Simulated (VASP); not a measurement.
```
CELL_PARAMETERS angstrom
      2.72794     0.00000     0.00000
      0.00000     2.72794     0.00000
      0.00000     0.00000     3.75704
ATOMIC_POSITIONS crystal
  Fe 0.00000 0.00000 0.00000
  Pt 0.50000 0.50000 0.50000
```

All values below come from PBE GGA with spin-orbit coupling, VASP's PBE PAW potentials (set 64) (plane waves; VASP). Settings: 400 eV cut-off, 12×12×9 Γ-centred mesh, Gaussian smearing of 0.050 eV, potentials Fe Pt. Starting moments (MAGMOM): 0 0 2.9 0 0 0.3.

### Question
Predict the energy per atom (σ→0), band gap (over mesh and band path) with the smallest direct gap where there is one.

### Answer

```yaml
band gap (over mesh and band path): none (metal, semimetal or under 0.01 eV)
energy per atom (σ→0): -7.584 eV/atom
```

The absolute energy has meaning only against runs of the same code, potentials and settings.

The compound is FePt in the L1_0 structure. It was relaxed first.
